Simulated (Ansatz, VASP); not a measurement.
**Cross-check of Zr2Al8PbO5 (1 units of PbZrO3 (001), ZrO2 faces on Al(100)) between VASP and Ansatz**

One calculation is typed for both programs; each brings its own data sets and cutoff. How far apart do they land?

Calculated with Ansatz 0.2.0; plane waves, with VASP 6.6.1 beside it; single point at PBEsol with D3(BJ).

### Step 1. The structure

The cell holds 16 atoms: 8 Al, 2 Zr, 5 O and 1 Pb. Cell: a = 4.160 Å, b = 4.160 Å, c = 31.214 Å, α = 90.0°, β = 90.0°, γ = 90.0°. Vacuum lies along c.

### Step 2. VASP: single point, PBEsol with D3(BJ)

With cell and atoms fixed, the geometry can't cause a difference; cores, projectors, grids and the points listed under the comparison can.

Lines of VASP's logs that name or quote its potential files are left out, and so is its time.

INCAR reads:

```
SYSTEM = Zr2Al8PbO5
PREC = Normal
ENCUT = 400
EDIFF = 1E-06
NELM = 120
ISMEAR = -1
SIGMA = 0.1
LREAL = Auto
ALGO = Fast
GGA = PS
IVDW = 12
NBANDS = 77
LORBIT = 11
LWAVE = .FALSE.
LCHARG = .TRUE.
IDIPOL = 3
LDIPOL = .TRUE.
DIPOL = 0.5 0.5 0.514
LVHAR = .TRUE.
LVACPOTAV = .TRUE.
LELF = .TRUE.
NEDOS = 1500
```

POSCAR reads:

```
Zr2Al8PbO5
1.0
    4.1600000000      0.0000000000      0.0000000000
    0.0000000000      4.1600000000      0.0000000000
    0.0000000000      0.0000000000     31.2141469282
Al Zr O Pb
8 2 5 1
Direct
    0.0000000000      0.5000000000      0.2935150335
    0.5000000000      0.0000000000      0.2935150335
    0.0000000000      0.0000000000      0.3567412274
    0.5000000000      0.5000000000      0.3581571872
    0.0000000000      0.5000000000      0.4203471494
    0.5000000000      0.0000000000      0.4203471494
    0.0000000000      0.0000000000      0.4775793883
    0.5000000000      0.5000000000      0.4971691575
    0.0000000000      0.0000000000      0.5746216156
    0.0000000000      0.0000000000      0.7009495119
    0.5000000000      0.0000000000      0.5757202468
    0.0000000000      0.5000000000      0.5757202468
    0.0000000000      0.0000000000      0.6388954790
    0.5000000000      0.0000000000      0.7020489248
    0.0000000000      0.5000000000      0.7020489248
    0.5000000000      0.5000000000      0.6415131356
```

KPOINTS reads:

```
Automatic mesh
0
Gamma
8 8 1
0 0 0
```

Potentials, in the order of the species: Al, Zr_sv, O and Pb (PBE family, release 64).

Command:

```sh
mpirun -np 4 vasp_std
```

Numbers of over 12 decimals in the logs are rounded to 6 here.

Output:

```text
[banner, memory and clock lines left out]
running    4 mpi-ranks, on    1 nodes
 distrk:  each k-point on    4 cores,    1 groups
 distr:  one band on    1 cores,    4 groups

 POSCAR found type information on POSCAR AlZrO Pb
 POSCAR found :  4 types and      16 ions
|                                                                             |
|               ----> ADVICE to this user running VASP <----                  |
|                                                                             |
|     You enforced a specific xc type in the INCAR file but a different       |
|     [... a line on the potential file left out ...]
|     I HOPE YOU KNOW WHAT YOU ARE DOING!                                     |
|                                                                             |

 LDA part: xc-table for (Slater+PW92), standard interpolation
|                                                                             |
|           W    W    AA    RRRRR   N    N  II  N    N   GGGG   !!!           |
|           W    W   A  A   R    R  NN   N  II  NN   N  G    G  !!!           |
|           W    W  A    A  R    R  N N  N  II  N N  N  G       !!!           |
|           W WW W  AAAAAA  RRRRR   N  N N  II  N  N N  G  GGG   !            |
|           WW  WW  A    A  R   R   N   NN  II  N   NN  G    G                |
|           W    W  A    A  R    R  N    N  II  N    N   GGGG   !!!           |
|                                                                             |
|     The number of bands has been changed from the values supplied in        |
|     The orbitals not found in the WAVECAR file will be initialized with     |
|     random numbers, which is usually adequate. For correlated               |
|     calculations, however, you should redo the groundstate calculation.     |
|     I found NBANDS = 77. Now, NBANDS = 80.                                  |
|                                                                             |

 POSCAR, INCAR and KPOINTS ok, starting setup
 FFT: planning ... GRIDC
 FFT: planning ... GRID_SOFT
 FFT: planning ... GRID
 WAVECAR not read
 entering main loop
       N       E                     dE             d eps       ncg     rms          rms(c)
DAV:   1     0.483894534398E+03    0.48389E+03   -0.28892E+04  2576   0.682E+02
DAV:   2    -0.441003721903E+02   -0.52799E+03   -0.47948E+03  3096   0.195E+02
DAV:   3    -0.110295773226E+03   -0.66195E+02   -0.65159E+02  3256   0.637E+01
DAV:   4    -0.113939386657E+03   -0.36436E+01   -0.36306E+01  3832   0.128E+01
DAV:   5    -0.114106543127E+03   -0.16716E+00   -0.16707E+00  3704   0.216E+00    0.406E+01
RMM:   6    -0.100610839109E+03    0.13496E+02   -0.46320E+01  2999   0.149E+01    0.183E+01
RMM:   7    -0.118257455257E+03   -0.17647E+02   -0.44010E+00  3320   0.528E+00    0.153E+01
RMM:   8    -0.136496413565E+03   -0.18239E+02   -0.31827E+00  3608   0.304E+00    0.376E+01
RMM:   9    -0.104840146273E+03    0.31656E+02   -0.43613E+00  3418   0.393E+00    0.138E+01
RMM:  10    -0.102750193861E+03    0.20900E+01   -0.36815E+00  3253   0.436E+00    0.112E+01
RMM:  11    -0.997325967893E+02    0.30176E+01   -0.32879E+00  3355   0.401E+00    0.469E+00
RMM:  12    -0.993988443022E+02    0.33375E+00   -0.90459E-01  3576   0.195E+00    0.269E+00
RMM:  13    -0.994167085863E+02   -0.17864E-01   -0.16725E-01  4000   0.794E-01    0.218E+00
RMM:  14    -0.999290086138E+02   -0.51230E+00   -0.65757E-01  3905   0.158E+00    0.323E+00
[...]
RMM:  23    -0.991069631138E+02    0.30936E-02   -0.23545E-03  4017   0.924E-02    0.558E-02
RMM:  24    -0.991069181392E+02    0.44975E-04   -0.69770E-04  4203   0.540E-02    0.522E-02
RMM:  25    -0.991068050767E+02    0.11306E-03   -0.31299E-04  4211   0.343E-02    0.361E-02
RMM:  26    -0.991067523998E+02    0.52677E-04   -0.19877E-04  4099   0.279E-02    0.231E-02
RMM:  27    -0.991068446936E+02   -0.92294E-04   -0.91416E-05  4023   0.196E-02    0.170E-02
RMM:  28    -0.991068593280E+02   -0.14634E-04   -0.54028E-05  3989   0.135E-02    0.142E-02
RMM:  29    -0.991068821346E+02   -0.22807E-04   -0.31654E-05  3832   0.105E-02    0.103E-02
RMM:  30    -0.991068701943E+02    0.11940E-04   -0.26596E-05  3884   0.986E-03    0.427E-03
WARNING in EDDRMM: call to ZHEGV failed, returncode =   6  3      4
RMM:  31    -0.991068787225E+02   -0.85283E-05   -0.14256E-05  3622   0.699E-03    0.401E-03
RMM:  32    -0.991068822009E+02   -0.34784E-05   -0.10435E-05  3517   0.581E-03    0.223E-03
RMM:  33    -0.991068829169E+02   -0.71600E-06   -0.62970E-06  3116   0.456E-03
|                                                                             |
|           W    W    AA    RRRRR   N    N  II  N    N   GGGG   !!!           |
|           W    W   A  A   R    R  NN   N  II  NN   N  G    G  !!!           |
|           W    W  A    A  R    R  N N  N  II  N N  N  G       !!!           |
|           W WW W  AAAAAA  RRRRR   N  N N  II  N  N N  G  GGG   !            |
|           WW  WW  A    A  R   R   N   NN  II  N   NN  G    G                |
|           W    W  A    A  R    R  N    N  II  N    N   GGGG   !!!           |
|                                                                             |
|     Did not find any points to average over, which means that no vacuum     |
|     field-free region was found. Please increase the size of  your cell     |
|     in the dimension of the dipole correction to obtain accurate            |
|     workfunction values.                                                    |
|                                                                             |

   1 F= -.10237587E+03 E0= -.10231805E+03  d E =-.115647E+00
```

From OUTCAR (step 2):

```text
ion  position               nearest neighbor table
   1  0.000  0.500  0.294-   3 2.87   3 2.87   4 2.90   4 2.90   2 2.94   2 2.94   2 2.94   2 2.94

  LATTYP: Found a simple tetragonal cell.
 ALAT       =     4.1600000000
 C/A-ratio  =     7.5034007039

 Subroutine GETGRP returns: Found  8 space group operations
 (whereof  8 operations were pure point group operations)

The static configuration has the point symmetry C_4v.

 Found     15 irreducible k-points:

   k-points           NKPTS =     15   k-points in BZ     NKDIM =     15   number of bands    NBANDS=     80

   dimension x,y,z NGX =    20 NGY =   20 NGZ =  160
   dimension x,y,z NGXF=    40 NGYF=   40 NGZF=  320

   ENCUT  =  400.0 eV  29.40 Ry    5.42 a.u.   6.78  6.78 50.90*2*pi/ulx,y,z

   NELECT =      82.0000    total number of electrons

 k-points in reciprocal lattice and weights: Automatic mesh
   0.00000000  0.00000000  0.00000000       0.016
   0.12500000  0.00000000  0.00000000       0.062
   0.25000000  0.00000000  0.00000000       0.062
   0.37500000  0.00000000  0.00000000       0.062
   0.50000000  0.00000000  0.00000000       0.031
   0.12500000  0.12500000  0.00000000       0.062
   0.25000000  0.12500000  0.00000000       0.125
   0.37500000  0.12500000  0.00000000       0.125
   0.50000000  0.12500000  0.00000000       0.062
[...]
0.50000000  0.37500000  0.00000000       0.062
   0.50000000  0.50000000  0.00000000       0.016

 dipolmoment           0.000000      0.000000     -0.097761 electrons x Angstroem

 average (electrostatic) potential at core
       1 -79.3344       2 -79.3344       3 -79.3082       4 -79.3040       5 -79.2909
       6 -79.2909       7 -78.9279       8 -79.7100       9 -82.4018      10 -82.5442
      11 -73.6131      12 -73.6131      13 -74.6330      14 -73.6113      15 -73.6113
      16 -46.6824

 E-fermi :   1.0462

 k-point     1 :       0.0000    0.0000    0.0000
  band No.  band energies     occupation
    ...
     37      -0.4101      2.00000
     38      -0.0982      1.99998
     39      -0.0982      1.99998
     40      -0.0111      1.99995
     41       1.0889      0.78927
     42       1.1996      0.35484
     43       1.7167      0.00244
     44       1.7167      0.00244
     45       2.5103      0.00000
     46       2.8581      0.00000
    ...

 k-point     2 :       0.1250    0.0000    0.0000
  band No.  band energies     occupation
    ...
     37      -0.2704      2.00000
     38       0.0143      1.99993
     39       0.0216      1.99993
     40       0.4853      1.99269
     41       1.1388      0.56743
     42       1.4271      0.04335
     43       1.8267      0.00081
     44       2.4550      0.00000
     45       2.6485      0.00000
     46       2.9044      0.00000
    ...

 k-point     3 :       0.2500    0.0000    0.0000
  band No.  band energies     occupation
    ...
     36      -0.9316      2.00000
     37      -0.7936      2.00000
     38       0.0562      1.99990
     39       0.2905      1.99896
     40       0.3814      1.99741
     41       1.3857      0.06490
     42       1.6935      0.00308
     43       2.1409      0.00004
     44       2.9084      0.00000
     45       3.0071      0.00000
    ...

 Edisp (eV)   -3.26899

  Total     -17.82005   -17.82005    -4.04733     0.00000     0.00000     0.00000
  in kB     -52.85443   -52.85443   -12.00443     0.00000     0.00000     0.00000
  external pressure =      -39.24 kB  Pullay stress =        0.00 kB

  energy-cutoff  :      400.00
  volume of cell :      540.18
      direct lattice vectors                 reciprocal lattice vectors
     4.160000000  0.000000000  0.000000000     0.240384615  0.000000000  0.000000000
     0.000000000  4.160000000  0.000000000     0.000000000  0.240384615  0.000000000
     0.000000000  0.000000000 31.214146928     0.000000000  0.000000000  0.032036756

 POSITION                                       TOTAL-FORCE (eV/Angst)
 -----------------------------------------------------------------------------------
      0.00000      2.08000      9.16182        -0.000000      0.000000      0.012319
      2.08000      0.00000      9.16182        -0.000000     -0.000000      0.012319
      0.00000      0.00000     11.13537        -0.000000     -0.000000      0.008059
      2.08000      2.08000     11.17957        -0.000000      0.000000      0.011203
      0.00000      2.08000     13.12078        -0.000000     -0.000000      0.022084
      2.08000      0.00000     13.12078        -0.000000     -0.000000      0.022084
      0.00000      0.00000     14.90723        -0.000000     -0.000000      0.027207
      2.08000      2.08000     15.51871        -0.000000      0.000000     -0.009765
      0.00000      0.00000     17.93632        -0.000000     -0.000000     -0.019277
      0.00000      0.00000     21.87954        -0.000000     -0.000000     -0.018142
      2.08000      0.00000     17.97062        -0.000000     -0.000000     -0.012334
      0.00000      2.08000     17.97062         0.000000      0.000000     -0.012334
      0.00000      0.00000     19.94258        -0.000000     -0.000000     -0.002016
      2.08000      0.00000     21.91386        -0.000000     -0.000000     -0.020174
      0.00000      2.08000     21.91386        -0.000000      0.000000     -0.020174
      2.08000      2.08000     20.02429        -0.000000     -0.000000     -0.001059
 -----------------------------------------------------------------------------------
    total drift:                                0.000000     -0.000000      0.049008

  FREE ENERGIE OF THE ION-ELECTRON SYSTEM (eV)
  ---------------------------------------------------
  free  energy   TOTEN  =      -102.3758727113 eV

  energy  without entropy=     -102.2602261596  energy(sigma->0) =     -102.31804944

 vacuum level on the upper side and lower side of the slab         4.449         5.465

 total charge
# of ion       s       p       d       tot
------------------------------------------
    1        0.475   0.276   0.000   0.750
    2        0.475   0.276   0.000   0.750
    3        0.438   0.322   0.000   0.760
    4        0.430   0.329   0.000   0.759
    5        0.433   0.329   0.000   0.762
    6        0.433   0.329   0.000   0.762
    7        0.457   0.341   0.000   0.798
    8        0.509   0.197   0.000   0.706
    9        2.200   6.069   1.447   9.716
   10        2.205   6.062   1.512   9.779
   11        1.594   3.433   0.000   5.026
   12        1.594   3.433   0.000   5.026
   13        1.598   3.497   0.000   5.095
   14        1.590   3.447   0.000   5.037
   15        1.590   3.447   0.000   5.037
   16        1.831   0.667   0.117   2.615
--------------------------------------------------
tot         17.848  32.454   3.077  53.379

[... 3 further parts left out ...]
```

The PAW data sets were made with PBE, which is usual practice but a small mismatch for other functionals. The data set Pb keeps the semicore shell frozen, which is cheaper and a little less accurate.

[end of part 1 of 2]

[Lines on the potential files, build, host, timing and source positions are cut from VASP's logs without a mark.]

[Logs are printed without paths, hosts, clocks, repeated set-up lines and the standing remarks that a program may print on its own settings, such as how far it seeks lower states.]

[Hosts, paths, dates, database ids (printed as entryN), source tags and the programs' standing remarks are cut or masked in the printed files.]
